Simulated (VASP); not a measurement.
All values below come from PBEsol GGA, VASP's PBE PAW potentials (set 64) (plane waves; VASP).

Input for VASP

### POSCAR
```
HfO2
1
    2.9874780000     0.0000000000     0.0000000000
   -1.4937390000     2.5872320000     0.0000000000
    0.0000000000     0.0000000000    16.4289780000
Hf O
1 2
Direct
  0.0000000000   0.0000000000   0.5000000000
  0.3333330000   0.6666670000   0.5739240000
  0.6666670000   0.3333330000   0.4260760000
```

File KPOINTS:
```
Automatic mesh
0
Gamma
9 9 1
0 0 0
```

INCAR:
```
SYSTEM = HfO2
PREC = Accurate; ENCUT = 400; LREAL = F
LASPH = T
EDIFF = 1E-6; NELM = 100; ALGO = Normal
LMAXMIX = 6
ISMEAR = -1; SIGMA = 0.136
GGA = PS
ISIF = 2
LWAVE = F; LCHARG = F
```

POTCAR, in this order: Hf_pv O (PBE.64 set). Program: vasp_std.

Output

**OSZICAR**
```
       N       E                     dE             d eps       ncg     rms          rms(c)
DAV:   1     0.119491501609E+03    0.11949E+03   -0.10571E+04   456   0.983E+02
DAV:   2    -0.228558467356E+02   -0.14235E+03   -0.13665E+03   465   0.252E+02
DAV:   3    -0.338002475958E+02   -0.10944E+02   -0.10915E+02   472   0.747E+01
DAV:   4    -0.339287103365E+02   -0.12846E+00   -0.12825E+00   486   0.897E+00
DAV:   5    -0.339311875910E+02   -0.24773E-02   -0.24770E-02   479   0.112E+00    0.628E+01
DAV:   6    -0.302838086944E+02    0.36474E+01   -0.25930E+01   416   0.342E+01    0.564E+01
DAV:   7    -0.301464327215E+02    0.13738E+00   -0.42437E+00   437   0.148E+01    0.206E+01
DAV:   8    -0.299728096415E+02    0.17362E+00   -0.11535E+00   507   0.713E+00    0.161E+00
DAV:   9    -0.299666239321E+02    0.61857E-02   -0.57355E-02   444   0.193E+00    0.186E+00
DAV:  10    -0.299660358310E+02    0.58810E-03   -0.35806E-03   544   0.481E-01    0.395E-01
DAV:  11    -0.299661913792E+02   -0.15555E-03   -0.98106E-04   504   0.235E-01    0.430E-01
DAV:  12    -0.299660872940E+02    0.10409E-03   -0.71880E-04   486   0.179E-01    0.771E-02
DAV:  13    -0.299661313203E+02   -0.44026E-04   -0.28620E-05   493   0.439E-02    0.174E-01
DAV:  14    -0.299663186437E+02   -0.18732E-03   -0.14955E-04   472   0.735E-02    0.737E-02
DAV:  15    -0.299662953914E+02    0.23252E-04   -0.13308E-05   521   0.221E-02    0.418E-02
DAV:  16    -0.299664656238E+02   -0.17023E-03   -0.19100E-05   472   0.266E-02    0.336E-02
DAV:  17    -0.299665042655E+02   -0.38642E-04   -0.23135E-06   451   0.991E-03    0.182E-02
DAV:  18    -0.299665683104E+02   -0.64045E-04   -0.55508E-06   470   0.107E-02    0.274E-03
DAV:  19    -0.299665752694E+02   -0.69590E-05   -0.20060E-07   432   0.277E-03    0.154E-03
DAV:  20    -0.299665821016E+02   -0.68321E-05   -0.30109E-07   390   0.246E-03    0.152E-03
DAV:  21    -0.299665836462E+02   -0.15446E-05   -0.57474E-08   418   0.121E-03    0.828E-04
DAV:  22    -0.299665848185E+02   -0.11723E-05   -0.26194E-08   404   0.101E-03    0.495E-05
DAV:  23    -0.299665848727E+02   -0.54134E-07   -0.28697E-09   334   0.302E-04
   1 F= -.29966585E+02 E0= -.29966582E+02  d E =-.478924E-05
```

### OUTCAR
```
------------------------ aborting loop because EDIFF is reached ----------------------------------------
  FORCE on cell =-STRESS in cart. coord.  units (eV):
  Direction    XX          YY          ZZ          XY          YZ          ZX
  --------------------------------------------------------------------------------------
  Total        3.8373057      3.8373062     -8.3841791     -0.0000000      0.0000000      0.0000000
  in kB       48.4157147     48.4157206   -105.7841238     -0.0000000      0.0000000      0.0000000
  external PRESSURE =      -2.9842295 kB  Pullay stress =       0.0000000 kB
  volume of cell :      126.98
      direct lattice vectors                 reciprocal lattice vectors
     2.987478000  0.000000000  0.000000000     0.334730498  0.193256732  0.000000000
    -1.493739000  2.587232000  0.000000000     0.000000000  0.386513463  0.000000000
     0.000000000  0.000000000 16.428978000     0.000000000  0.000000000  0.060868059
 POSITION                                       TOTAL-FORCE (eV/Angst)
 -----------------------------------------------------------------------------------
      0.00000      0.00000      8.21449        -0.000000      0.000000      0.000000
     -0.00000      1.72482      9.42898         0.000000      0.000000     -2.930381
      1.49374      0.86241      6.99999        -0.000000      0.000000      2.930381
 -----------------------------------------------------------------------------------
    total drift:                               -0.000000      0.000000      0.000000
  FREE ENERGIE OF THE ION-ELECTRON SYSTEM (eV)
  ---------------------------------------------------
  free  energy   TOTEN  =       -29.9665848727 eV

  energy  without entropy=      -29.9665800834  energy(sigma->0) =      -29.96658248
```
(Selected blocks of OUTCAR.)

At this cut-off the stress carries a Pulay error, which pulls relaxed volumes low. The cell holds a wide vacuum, so values per volume refer to the whole cell.

The cell is a sheet with vacuum, built from a generated structure.
